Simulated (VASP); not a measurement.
# RbW (Fm-3m) in VASP: a series of runs

Runs on RbW. Level: PBEsol. Tasks: single point.

All numbers are computed with VASP 6.6.1; they aren't measurements. Logs are shortened: lines on timing, memory, paths and dates and some standing lists are left out, and cuts for length are marked.

## 1. The crystal as given

Symmetry: Fm-3m, No. 225, cubic system. The conventional cell has a = 6.437 Å, b = 6.437 Å, c = 6.437 Å, α = 90.00°, β = 90.00°, γ = 90.00°. W (site symmetry m-3m) has 6 Rb at 3.22 Å as nearest neighbours. Rb (site symmetry m-3m) has 6 W at 3.22 Å as nearest neighbours.

The cell was built by a generator and needn't be a form met in nature.

## 2. Single point, PBEsol

The input, INCAR:

```
SYSTEM = RbW
ALGO     = Fast           ! electronic algorithm
EDIFF    = 1E-7           ! SCF threshold, eV
ENCUT    = 520            ! plane-wave cutoff, eV
GGA      = PS             ! functional
ISIF     = 2              ! what is computed and relaxed
ISMEAR   = -1             ! smearing method
LASPH    = .True.         ! aspherical terms in the spheres
LCHARG   = .True.         ! write CHGCAR
LELF     = .True.         ! ELF
LREAL    = .False.        ! projectors in reciprocal space
LVHAR    = .True.       
LWAVE    = .False.        ! write WAVECAR
NBANDS   = 18             ! bands
NELM     = 100            ! most SCF steps
PREC     = Accurate       ! precision mode
SIGMA    = 0.0445         ! smearing width, eV
```

The input, KPOINTS:

```
k-points
0
Gamma
  5 5 5
  0 0 0
```

The input, POSCAR:

```
RbW
1.0
    0.0000000000      3.2183930000      3.2183930000
    3.2183930000      0.0000000000      3.2183930000
    3.2183930000      3.2183930000      0.0000000000
W Rb
1 1
Direct
    0.0000000000      0.0000000000      0.0000000000
    0.5000000000      0.5000000000      0.5000000000
```

Potentials or basis: VASP PAW PBE potentials, release 64 (W_sv, Rb_sv).

On the command line:

```
$ cat potpaw_PBE.64/W_sv/POTCAR potpaw_PBE.64/Rb_sv/POTCAR > POTCAR
$ mpirun -np 1 vasp_std > vasp.out
```

OUTCAR:

```text
SYSTEM = RbW
   EDIFF = 1E-7
   ENCUT = 520
   GGA = PS
   ISIF = 2
   ISMEAR = -1
   LASPH = .True.
   LREAL = .False.
   NELM = 100
   PREC = Accurate

 ion  position               nearest neighbor table
   1  0.000  0.000  0.000-   2 3.22   2 3.22   2 3.22   2 3.22   2 3.22   2 3.22
   2  0.500  0.500  0.500-   1 3.22   1 3.22   1 3.22   1 3.22   1 3.22   1 3.22

  LATTYP: Found a face centered cubic cell.
 ALAT       =     6.4367860000

  Lattice vectors:

 A1 = (   0.0000000000,   3.2183930000,   3.2183930000)
 A2 = (   3.2183930000,   0.0000000000,   3.2183930000)
 A3 = (   3.2183930000,   3.2183930000,   0.0000000000)

Analysis of symmetry for initial positions (statically):
=====================================================================
 Subroutine PRICEL returns:
 Original cell was already a primitive cell.

 Routine SETGRP: Setting up the symmetry group for a
 face centered cubic supercell.

 Subroutine GETGRP returns: Found 48 space group operations
 (whereof 48 operations were pure point group operations)
 out of a pool of 48 trial point group operations.

The static configuration has the point symmetry O_h .

Analysis of symmetry for dynamics (positions and initial velocities):
=====================================================================
 Subroutine PRICEL returns:
 Original cell was already a primitive cell.

 Routine SETGRP: Setting up the symmetry group for a
 face centered cubic supercell.

 Subroutine GETGRP returns: Found 48 space group operations
 (whereof 48 operations were pure point group operations)
 out of a pool of 48 trial point group operations.

The dynamic configuration has the point symmetry O_h .

 Subroutine INISYM returns: Found 48 space group operations
 (whereof 48 operations are pure point group operations),
 and found     1 'primitive' translations

----------------------------------------------------------------------------------------

                                     Primitive cell

  volume of cell :      66.6726

  direct lattice vectors                    reciprocal lattice vectors
     0.000000000  3.218393000  3.218393000    -0.155357037  0.155357037  0.155357037
     3.218393000  0.000000000  3.218393000     0.155357037 -0.155357037  0.155357037
     3.218393000  3.218393000  0.000000000     0.155357037  0.155357037 -0.155357037

  length of vectors
     4.551495030  4.551495030  4.551495030     0.269086281  0.269086281  0.269086281

  position of ions in fractional coordinates (direct lattice)
     0.000000000  0.000000000  0.000000000
     0.500000000  0.500000000  0.500000000

  ion indices of the primitive-cell ions
   primitive index   ion index
                 1           1
                 2           2

----------------------------------------------------------------------------------------

 KPOINTS: k-points

Automatic generation of k-mesh.
 Grid dimensions read from file:
 generate k-points for:    5    5    5

 Generating k-lattice:

  Cartesian coordinates                     Fractional coordinates (reciprocal lattice)
    -0.031071407  0.031071407  0.031071407     0.200000000  0.000000000  0.000000000
     0.031071407 -0.031071407  0.031071407     0.000000000  0.200000000  0.000000000
     0.031071407  0.031071407 -0.031071407     0.000000000  0.000000000  0.200000000

  Length of vectors
     0.053817256  0.053817256  0.053817256

  Shift w.r.t. Gamma in fractional coordinates (k-lattice)
     0.000000000  0.000000000  0.000000000

 Subroutine IBZKPT returns following result:
 ===========================================

 Found     10 irreducible k-points:

 Following reciprocal coordinates:
            Coordinates               Weight
  0.000000  0.000000  0.000000      1.000000
  0.200000  0.000000  0.000000      8.000000
  0.400000  0.000000  0.000000      8.000000
  0.200000  0.200000  0.000000      6.000000
  0.400000  0.200000  0.000000     24.000000
 -0.400000  0.200000  0.000000     24.000000
 -0.200000  0.200000  0.000000     12.000000
  0.400000  0.400000  0.000000      6.000000
 -0.400000  0.400000  0.000000     12.000000
 -0.400000  0.400000  0.200000     24.000000
   k-points           NKPTS =     10   k-points in BZ     NKDIM =     10   number of bands    NBANDS=     18
   number of dos      NEDOS =    301   number of ions     NIONS =      2
   total plane-waves  NPLWV =  46656
   dimension x,y,z NGX =    36 NGY =   36 NGZ =   36
   dimension x,y,z NGXF=    72 NGYF=   72 NGZF=   72
   ions per type =               1   1
   NGX,Y,Z   is equivalent  to a cutoff of  13.15, 13.15, 13.15 a.u.
   NGXF,Y,Z  is equivalent  to a cutoff of  26.30, 26.30, 26.30 a.u.
 SYSTEM =  RbW
   PREC   = accura    normal or accurate (medium, high low for compatibility)
   ISTART =      0    job   : 0-new  1-cont  2-samecut
   ICHARG =      2    charge: 1-file 2-atom 10-const
   ISPIN  =      1    spin polarized calculation?
   LNONCOLLINEAR =      F non collinear calculations
   LSORBIT =      F    spin-orbit coupling
   LASPH  =      T    aspherical Exc in radial PAW
   ENCUT  =  520.0 eV  38.22 Ry    6.18 a.u.   8.46  8.46  8.46*2*pi/ulx,y,z
   NELM   =    100;   NELMIN=  2; NELMDL= -5     # of ELM steps
   EDIFF  = 0.1E-06   stopping-criterion for ELM
   LREAL  =      F    real-space projection
   EDIFFG = 0.1E-05   stopping-criterion for IOM
   NSW    =      0    number of steps for IOM
   IBRION =     -1    ionic relax: 0-MD 1-quasi-New 2-CG
   NFREE  =      0    steps in history (QN), initial steepest desc. (CG)
   ISIF   =      2    stress and relaxation
   ISYM   =      2    0-nonsym 1-usesym 2-fastsym
   POTIM  = 0.5000    time-step for ionic-motion
   TEBEG  =    0.0;   TEEND  =   0.0 temperature during run
   PSTRESS=    0.0 pullay stress
   NELECT =      23.0000    total number of electrons
   NUPDOWN=      -1.0000    fix difference up-down
   EMIN   =  10.00;   EMAX   =-10.00  energy-range for DOS
   EFERMI =   0.00;   METHOD = LEGACY
   ISMEAR =    -1;   SIGMA  =   0.04  broadening in eV -4-tet -1-fermi 0-gaus
   EFERMI_NEDOS =   21; number of points for ismear=-14 and -15
   IALGO  =     68    algorithm
   IMIX   =      4    mixing-type and parameters
     AMIX     =   0.40;   BMIX     =  1.00
     AMIX_MAG =   1.60;   BMIX_MAG =  1.00
  volume/ion in A,a.u.               =      33.34       224.96
  Fermi-wavevector in a.u.,A,eV,Ry     =   1.148158  2.169704 17.936112  1.318267
  Thomas-Fermi vector in A             =   2.284834
   LORBIT       =      0    0 simple, 1 ext, 2 COOP (PROOUT), +10 PAW based schemes
   GGA     = PS    functional components
   LHFCALC =     F    Hartree Fock is set to
   AEXX    =    0.0000 exact exchange contribution
   IVDW    =     0    specifies the selected vdW correction
   LEPSILON=     F    determine dielectric tensor
   LRPA    =     F    only Hartree local field effects (RPA)
 non-spin polarized calculation
 RMM-DIIS sequential band-by-band and
  energy-cutoff  :      520.00
  volume of cell :       66.67
 maximum number of plane-waves:      1808
 NGX is ok and might be reduce to    36
   NGX = 17   NGY = 17   NGZ = 17

 number of electron      22.9999999 magnetization

 Free energy of the ion-electron system (eV)
  ---------------------------------------------------
  ext. energy  EPLUGINS =         0.00000000
  ---------------------------------------------------
  free energy    TOTEN  =        -6.06738587 eV

  energy without entropy =       -6.01740049  energy(sigma->0) =       -6.04239318

 E-fermi :   2.2457     XC(G=0):  -9.2692

 val. band max:        2.2040116164   @ k =  -0.4000   0.4000   0.2000
 cond. band min:       2.2906205749   @ k =   0.4000   0.0000   0.0000
 fundamental gap:      0.0866089585
 Fermi energy:         2.2456861336

 k-point     1 :       0.0000    0.0000    0.0000
  band No.  band energies     occupation
      1     -71.8754      2.00000
      2     -36.0304      2.00000
      3     -36.0304      2.00000
      4     -36.0304      2.00000
      5     -24.1239      2.00000
      6      -8.2559      2.00000
[... 10 lines left out ...]
     17       9.7055      0.00000
     18       9.7055      0.00000

 k-point     2 :       0.2000    0.0000    0.0000
  band No.  band energies     occupation
      1     -71.8754      2.00000
      2     -36.0321      2.00000
      3     -36.0306      2.00000
      4     -36.0306      2.00000
      5     -24.1135      2.00000
      6      -8.4412      2.00000
[... 10 lines left out ...]
     17       8.0404      0.00000
     18       9.8323      0.00000

 k-point     3 :       0.4000    0.0000    0.0000
  band No.  band energies     occupation
      1     -71.8754      2.00000
      2     -36.0348      2.00000
      3     -36.0310      2.00000
      4     -36.0310      2.00000
      5     -24.0966      2.00000
      6      -8.7081      2.00000
[... 10 lines left out ...]
     17       6.2257      0.00000
     18      10.0414      0.00000

 k-point     4 :       0.2000    0.2000    0.0000
  band No.  band energies     occupation
      1     -71.8754      2.00000
      2     -36.0319      2.00000
      3     -36.0310      2.00000
      4     -36.0310      2.00000
      5     -24.1114      2.00000
      6      -8.4702      2.00000
[... 10 lines left out ...]
     17       7.9903      0.00000
     18       8.6639      0.00000

 k-point     5 :       0.4000    0.2000    0.0000
  band No.  band energies     occupation
      1     -71.8754      2.00000
      2     -36.0339      2.00000
      3     -36.0315      2.00000
      4     -36.0314      2.00000
      5     -24.0989      2.00000
      6      -8.6137      2.00000
[... 10 lines left out ...]
     17       6.9505      0.00000
     18       9.2924      0.00000

 k-point     6 :      -0.4000    0.2000    0.0000
  band No.  band energies     occupation
      1     -71.8754      2.00000
      2     -36.0345      2.00000
      3     -36.0321      2.00000
      4     -36.0313      2.00000
      5     -24.0932      2.00000
      6      -8.6683      2.00000
[... 10 lines left out ...]
     17       6.2364      0.00000
     18       9.7808      0.00000

 k-point     7 :      -0.2000    0.2000    0.0000
  band No.  band energies     occupation
      1     -71.8754      2.00000
      2     -36.0333      2.00000
      3     -36.0317      2.00000
      4     -36.0308      2.00000
      5     -24.1023      2.00000
      6      -8.5863      2.00000
[... 10 lines left out ...]
     17       6.8890      0.00000
     18       9.5903      0.00000

 k-point     8 :       0.4000    0.4000    0.0000
  band No.  band energies     occupation
      1     -71.8754      2.00000
      2     -36.0341      2.00000
      3     -36.0320      2.00000
      4     -36.0320      2.00000
      5     -24.0969      2.00000
      6      -8.5985      2.00000
[... 10 lines left out ...]
     17       7.4400      0.00000
     18       8.4441      0.00000

 k-point     9 :      -0.4000    0.4000    0.0000
  band No.  band energies     occupation
      1     -71.8754      2.00000
      2     -36.0340      2.00000
      3     -36.0329      2.00000
      4     -36.0319      2.00000
      5     -24.0934      2.00000
      6      -8.5608      2.00000
[... 10 lines left out ...]
     17       7.0400      0.00000
     18       9.1175      0.00000

 k-point    10 :      -0.4000    0.4000    0.2000
  band No.  band energies     occupation
      1     -71.8754      2.00000
      2     -36.0338      2.00000
      3     -36.0327      2.00000
      4     -36.0319      2.00000
      5     -24.0934      2.00000
      6      -8.5828      2.00000
[... 10 lines left out ...]
     17       6.2203      0.00000
     18       9.6611      0.00000

------------------------ aborting loop because EDIFF is reached ----------------------------------------

  FORCE on cell =-STRESS in cart. coord.  units (eV):
  Direction    XX          YY          ZZ          XY          YZ          ZX
  --------------------------------------------------------------------------------------
  -------------------------------------------------------------------------------------
  Total       -0.3772197     -0.3772197     -0.3772197      0.0000000      0.0000000      0.0000000
  in kB       -9.0647897     -9.0647897     -9.0647897      0.0000000      0.0000000      0.0000000
  external PRESSURE =      -9.0647897 kB  Pullay stress =       0.0000000 kB

 VOLUME and BASIS-vectors are now :
 -----------------------------------------------------------------------------
  energy-cutoff  :      520.00
  volume of cell :       66.67
      direct lattice vectors                 reciprocal lattice vectors
     0.000000000  3.218393000  3.218393000    -0.155357037  0.155357037  0.155357037
     3.218393000  0.000000000  3.218393000     0.155357037 -0.155357037  0.155357037
     3.218393000  3.218393000  0.000000000     0.155357037  0.155357037 -0.155357037

 POSITION                                       TOTAL-FORCE (eV/Angst)
 -----------------------------------------------------------------------------------
      0.00000      0.00000      0.00000         0.000000      0.000000      0.000000
      3.21839      3.21839      3.21839        -0.000000      0.000000     -0.000000
 -----------------------------------------------------------------------------------
    total drift:                                0.000000      0.000000      0.000000

  FREE ENERGIE OF THE ION-ELECTRON SYSTEM (eV)
  ---------------------------------------------------
  free  energy   TOTEN  =        -6.0673858701 eV

  energy  without entropy=       -6.0174004871  energy(sigma->0) =       -6.04239318
```

It took 43 s on 1 thread of Intel Xeon 6975P-C (Granite Rapids), shared host; peak memory 0.2 GiB.

What came out:

| Item | Value |
| --- | --- |
| Free energy | -6.0674 eV |
| Pressure | -0.9 GPa |
| Band gap on the k mesh | none (metal or under the smearing width) |

Levels at points of the mesh, in eV from the Fermi level:
```tsv
k point	band 7	band 8	band 9	band 10	band 11	band 12	band 13	band 14	band 15	band 16
(0.00, 0.00, 0.00)	-10.50	-10.50	-3.71	-0.59	-0.59	-0.59	-0.55	-0.55	7.30	7.46
```

Caveat: the PAW data sets were made with another functional, which shifts forces and pressure a little. Spin-orbit coupling is left out, which matters for the levels of W.

## 3. Single point, PBEsol

The input, INCAR:

```
PREC = Accurate
ENCUT = 520
EDIFF = 1E-6
ISMEAR = -1
SIGMA = 0.0445
LREAL = False
LASPH = True
NELM = 60
ALGO = Normal
ISIF = 2
LWAVE = False
LCHARG = False
GGA = PS
NBANDS = 18
```

The input, KPOINTS:

```
Automatic mesh
0
Gamma
  8 8 8
```

POSCAR is that of step 2.

Potentials or basis: VASP PAW PBE potentials, release 64 (W_sv, Rb_sv).

On the command line:

```
$ cat potpaw_PBE.64/W_sv/POTCAR potpaw_PBE.64/Rb_sv/POTCAR > POTCAR
$ mpirun -np 1 vasp_std > vasp.out
```

OUTCAR:

```text
PREC = Accurate
   ENCUT = 520
   EDIFF = 1E-6
   ISMEAR = -1
   LREAL = False
   LASPH = True
   NELM = 60
   ISIF = 2
   GGA = PS

 ion  position               nearest neighbor table
   1  0.000  0.000  0.000-   2 3.22   2 3.22   2 3.22   2 3.22   2 3.22   2 3.22
   2  0.500  0.500  0.500-   1 3.22   1 3.22   1 3.22   1 3.22   1 3.22   1 3.22

  LATTYP: Found a face centered cubic cell.
 ALAT       =     6.4367860000

  Lattice vectors:

[... 691 lines left out ...]

------------------------ aborting loop because EDIFF is reached ----------------------------------------

  FORCE on cell =-STRESS in cart. coord.  units (eV):
  Direction    XX          YY          ZZ          XY          YZ          ZX
  --------------------------------------------------------------------------------------
  -------------------------------------------------------------------------------------
  Total       -0.2839389     -0.2839389     -0.2839389      0.0000000     -0.0000000      0.0000000
  in kB       -6.8232024     -6.8232024     -6.8232024      0.0000000     -0.0000000      0.0000000
  external PRESSURE =      -6.8232024 kB  Pullay stress =       0.0000000 kB

 VOLUME and BASIS-vectors are now :
 -----------------------------------------------------------------------------
  energy-cutoff  :      520.00
  volume of cell :       66.67
      direct lattice vectors                 reciprocal lattice vectors
     0.000000000  3.218393000  3.218393000    -0.155357037  0.155357037  0.155357037
     3.218393000  0.000000000  3.218393000     0.155357037 -0.155357037  0.155357037
     3.218393000  3.218393000  0.000000000     0.155357037  0.155357037 -0.155357037

 POSITION                                       TOTAL-FORCE (eV/Angst)
 -----------------------------------------------------------------------------------
      0.00000      0.00000      0.00000        -0.000000     -0.000000     -0.000000
      3.21839      3.21839      3.21839         0.000000      0.000000      0.000000
 -----------------------------------------------------------------------------------
    total drift:                                0.000000      0.000000      0.000000

  FREE ENERGIE OF THE ION-ELECTRON SYSTEM (eV)
  ---------------------------------------------------
  free  energy   TOTEN  =        -6.0765872881 eV

  energy  without entropy=       -6.0183413419  energy(sigma->0) =       -6.04746432
```

OSZICAR:

```text
N       E                     dE             d eps       ncg     rms          rms(c)
DAV:   1     0.166653951614E+03    0.16665E+03   -0.11263E+04  1044   0.119E+03
DAV:   2     0.131700591600E+01   -0.16534E+03   -0.16247E+03  1314   0.321E+02
DAV:   3    -0.632719966219E+01   -0.76442E+01   -0.75462E+01  1442   0.604E+01
DAV:   4    -0.666935386239E+01   -0.34215E+00   -0.34099E+00  1476   0.818E+00
DAV:   5    -0.667548674657E+01   -0.61329E-02   -0.61302E-02  1380   0.917E-01    0.862E+00
DAV:   6    -0.610134791862E+01    0.57414E+00   -0.37240E+00  1108   0.853E+00    0.280E+00
DAV:   7    -0.608173893558E+01    0.19609E-01   -0.90213E-02  1128   0.185E+00    0.199E+00
DAV:   8    -0.607718488243E+01    0.45541E-02   -0.25656E-02  1288   0.827E-01    0.227E-01
DAV:   9    -0.607664847900E+01    0.53640E-03   -0.48441E-03  1138   0.378E-01    0.925E-02
DAV:  10    -0.607658482327E+01    0.63656E-04   -0.51650E-04  1324   0.131E-01    0.105E-02
DAV:  11    -0.607658695700E+01   -0.21337E-05   -0.24724E-05  1374   0.225E-02    0.647E-03
DAV:  12    -0.607658728811E+01   -0.33111E-06   -0.93691E-07   734   0.836E-03
   1 F= -.60765873E+01 E0= -.60474643E+01  d E =-.582459E-01
```

stdout:

```text
POSCAR found type information on POSCAR W Rb
 POSCAR found :  2 types and       2 ions
 scaLAPACK will be used
 -----------------------------------------------------------------------------
|                                                                             |
|                                                                             |
|     You enforced a specific xc type in the INCAR file but a different       |
|     I HOPE YOU KNOW WHAT YOU ARE DOING!                                     |
|                                                                             |
 -----------------------------------------------------------------------------

 LDA part: xc-table for (Slater+PW92), standard interpolation
 POSCAR, INCAR and KPOINTS ok, starting setup
 FFT: planning ... GRIDC
 FFT: planning ... GRID_SOFT
 FFT: planning ... GRID
 WAVECAR not read
 entering main loop
```

Wall time 13 s (1 thread of Intel Xeon 6975P-C (Granite Rapids), shared host); peak memory 0.21 GiB.

What came out:

| Item | Value |
| --- | --- |
| Free energy | -6.0766 eV |
| Pressure | -0.7 GPa |
| Band gap on the k mesh | none (metal or under the smearing width) |

Caveat: the PAW data sets were made with another functional, which shifts forces and pressure a little.
